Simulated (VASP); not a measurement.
Output of a VASP run:

OSZICAR:
```
       N       E                     dE             d eps       ncg     rms          rms(c)
DAV:   1    -0.310249900939E+03   -0.31025E+03   -0.22913E+01   644   0.128E+01    0.162E+01
DAV:   2    -0.310381524398E+03   -0.13162E+00   -0.56040E-01   710   0.121E+00    0.112E+01
DAV:   3    -0.310329944820E+03    0.51580E-01   -0.30298E-02   728   0.309E-01    0.672E+00
DAV:   4    -0.310310532691E+03    0.19412E-01   -0.13532E-02   744   0.192E-01    0.392E+00
DAV:   5    -0.310304425803E+03    0.61069E-02   -0.41797E-03   743   0.104E-01    0.227E+00
DAV:   6    -0.310302328173E+03    0.20976E-02   -0.92366E-04   727   0.546E-02    0.131E+00
DAV:   7    -0.310301600120E+03    0.72805E-03   -0.27412E-04   686   0.324E-02    0.751E-01
DAV:   8    -0.310301367733E+03    0.23239E-03   -0.10237E-04   695   0.203E-02    0.430E-01
DAV:   9    -0.310301302129E+03    0.65604E-04   -0.34289E-05   550   0.121E-02    0.247E-01
DAV:  10    -0.310301287940E+03    0.14189E-04   -0.12112E-05   390   0.763E-03    0.143E-01
DAV:  11    -0.310301287900E+03    0.40018E-07   -0.49268E-06   398   0.467E-03
   1 F= -.31030129E+03 E0= -.31030129E+03  d E =-.353902E-15  mag=     1.0000
```

**OUTCAR**
```
------------------------ aborting loop because EDIFF is reached ----------------------------------------
  volume of cell :     1529.70
      direct lattice vectors                 reciprocal lattice vectors
    11.522210421  0.000000000  0.000000000     0.086788903  0.000000000  0.000000000
     0.000000000 11.522210421  0.000000000     0.000000000  0.086788903  0.000000000
     0.000000000  0.000000000 11.522210421     0.000000000  0.000000000  0.086788903
  FREE ENERGIE OF THE ION-ELECTRON SYSTEM (eV)
  ---------------------------------------------------
  free  energy   TOTEN  =      -310.3012879002 eV

  energy  without entropy=     -310.3012879002  energy(sigma->0) =     -310.30128790

  exchange ACFDT corr.  =         0.00000000  see jH, gK, PRB 81, 115126

 total charge

# of ion       s       p       d       tot
------------------------------------------
    1        1.094   1.190   0.138   2.421
    2        1.097   1.180   0.137   2.413
    3        1.097   1.180   0.137   2.413
    4        1.095   1.183   0.137   2.414
    5        1.094   1.190   0.138   2.421
    6        1.096   1.180   0.136   2.413
    7        1.094   1.190   0.138   2.422
    8        1.094   1.190   0.138   2.422
    9        1.109   1.161   0.135   2.406
   10        1.110   1.160   0.135   2.405
   11        1.097   1.181   0.137   2.414
   12        1.110   1.158   0.135   2.403
   13        1.094   1.191   0.138   2.423
   14        1.094   1.190   0.138   2.422
   15        1.095   1.183   0.137   2.415
   16        1.096   1.180   0.136   2.413
   17        1.097   1.180   0.137   2.413
   18        1.096   1.179   0.136   2.412
   19        1.094   1.190   0.138   2.422
   20        1.097   1.180   0.137   2.414
   21        1.110   1.158   0.135   2.403
   22        1.096   1.179   0.136   2.412
   23        1.095   1.183   0.137   2.414
   24        1.097   1.180   0.137   2.414
   25        1.097   1.180   0.137   2.413
   26        1.094   1.190   0.138   2.422
   27        1.097   1.180   0.137   2.413
   28        1.094   1.190   0.138   2.422
   29        1.094   1.191   0.138   2.423
   30        1.094   1.191   0.138   2.423
   31        1.094   1.190   0.138   2.422
   32        1.095   1.183   0.137   2.415
   33        1.220   1.622   0.026   2.868
   34        1.220   1.622   0.026   2.868
   35        1.220   1.622   0.026   2.868
   36        1.219   1.622   0.026   2.867
   37        1.220   1.622   0.026   2.868
   38        1.220   1.622   0.026   2.868
   39        1.219   1.622   0.026   2.866
   40        1.220   1.622   0.026   2.868
   41        1.220   1.622   0.026   2.868
   42        1.220   1.622   0.026   2.868
   43        1.220   1.622   0.026   2.868
   44        1.219   1.622   0.026   2.867
   45        1.219   1.622   0.026   2.867
   46        1.219   1.622   0.026   2.867
   47        1.220   1.626   0.026   2.871
   48        1.220   1.622   0.026   2.868
   49        1.220   1.626   0.026   2.871
   50        1.219   1.622   0.026   2.867
   51        1.220   1.622   0.026   2.868
   52        1.220   1.622   0.026   2.868
...
```
(Selected blocks of OUTCAR.)

**POSCAR**
```
Ga32As31Te
1
   11.5222104212     0.0000000000     0.0000000000
    0.0000000000    11.5222104212     0.0000000000
    0.0000000000     0.0000000000    11.5222104212
Ga As Te
32 31 1
Direct
  0.4993780967   0.9988240385   0.9991477190
  0.7497726199   0.2500101653   0.9987006862
  0.7499054708   0.9985676009   0.2500189209
  0.0000682849   0.9999458393   0.9999243267
  0.2490499753   0.2494033375   0.9991782569
  0.4999697765   0.4996316797   0.9987952152
  0.7506426495   0.7511847941   0.9989021495
  0.2485153110   0.9984632422   0.2492157309
  0.4887317721   0.2383329027   0.2400935819
  0.7612685583   0.5112324235   0.2388426607
  0.5001224430   0.9981486575   0.5003083283
  0.7620351858   0.2382384259   0.5122982887
  0.7507476994   0.9984586007   0.7515701894
  0.0011828502   0.5006540549   0.9989891258
  0.2499413034   0.7500501263   0.9999467406
  0.0014826896   0.2500376458   0.2501541428
  0.2486910846   0.4998109248   0.2500091761
  0.5000712467   0.7513197095   0.2503003029
  0.0012716685   0.9985374502   0.5006688622
  0.2480367379   0.2499400509   0.5001363837
  0.4879135889   0.5114210315   0.5126484163
  0.7498852794   0.7514482206   0.4998830061
  0.2499543843   0.9999053871   0.7501040650
  0.5000782946   0.2497753257   0.7519388874
  0.7499702650   0.4999970438   0.7518135552
  0.0013012930   0.7512140395   0.2493360490
  0.0015940560   0.4999864540   0.4999216626
  0.2487818921   0.7512164603   0.5005503808
  0.0015094143   0.2492824205   0.7517941595
  0.2483601410   0.5008246666   0.7517352757
  0.4993251954   0.7514304068   0.7517712991
  0.0000805394   0.7501171320   0.7500212931
  0.6258785389   0.1229308285   0.1231733397
  0.8771872039   0.3738842783   0.1228282994
  0.8773541061   0.1225870542   0.3740721988
  0.1249315677   0.1248079150   0.1247922187
  0.3732286126   0.3756526652   0.1234456401
  0.6239174297   0.6271693187   0.1228123229
  0.8752411488   0.8750673805   0.1248298383
  0.3722380204   0.1221110539   0.3766254960
  0.8772912411   0.6272449053   0.3760522194
  0.6239711664   0.1224243112   0.6276479006
  0.8777398356   0.3761908672   0.6278189175
  0.8751299396   0.1247857408   0.8752021518
  0.1251658557   0.6251790148   0.1248420781
  0.3747905041   0.8747951808   0.1248858985
  0.1250126362   0.3750287692   0.3749570074
  0.3727533000   0.6270348980   0.3742017060
  0.6250079013   0.8750315257   0.3749999459
  0.1248787160   0.1246993824   0.6253848793
  0.3720897487   0.3735620491   0.6280713952
  0.6260248049   0.6274715170   0.6276724508
  0.8751646682   0.8748630042   0.6252289883
  0.3747369336   0.1246750324   0.8751779769
  0.6249750356   0.3749628969   0.8751070894
  0.8752900418   0.6252747570   0.8750400052
  0.1249581019   0.8748846307   0.3749969488
  0.1249297387   0.6252708330   0.6252206712
  0.3747820284   0.8748960851   0.6253840686
  0.1250356291   0.3749755602   0.8754636015
  0.3747993168   0.6251084341   0.8752943614
  0.6250059871   0.8750565597   0.8753342001
  0.1250059132   0.8750031501   0.8750046279
  0.6250595602   0.3751091423   0.3759947181
```

Reconstruct the remaining input files.

One answer among several that fit: the input of the run itself, HSE06 screened hybrid, plane waves, VASP's PBE PAW potentials (set 64).

### INCAR
```
NELMIN = 4
ISMEAR = 0   ! Gaussian
PRECFOCK = Fast
LWAVE = F
ALGO = Normal   ! blocked Davidson
NUPDOWN = 1
ISIF = 0
NELM = 50
LCHARG = F
SIGMA = 0.05
SYSTEM = Ga32As31Te
AEXX = 0.25
ISPIN = 2   ! spin-polarised
LREAL = Auto   ! projection in real space or not
PREC = Normal
LASPH = T   ! aspherical one-centre terms
ISYM = 0
ENCUT = 400
MAGMOM = 64*0.0156
EDIFF = 1E-5   ! SCF stop (eV)
LHFCALC = T
LMAXMIX = 4   ! l cut-off of mixed one-centre charges
GGA = PE
LORBIT = 10
HFSCREEN = 0.2
```

File KPOINTS:
```
K-points
0
gamma
 1 1 1
```

POTCAR, in this order: Ga As Te (PBE.64 set). Program: vasp_gam. Read from the step before: WAVECAR.

The supercell is sampled at Γ alone, which is coarse: total energies, pressure and levels can be off, energies of defects by several tenths of an eV.

The cell is a supercell with a defect, built from GaAs (zinc blende): Te_As. The cell's shape comes from a PBE relaxation.
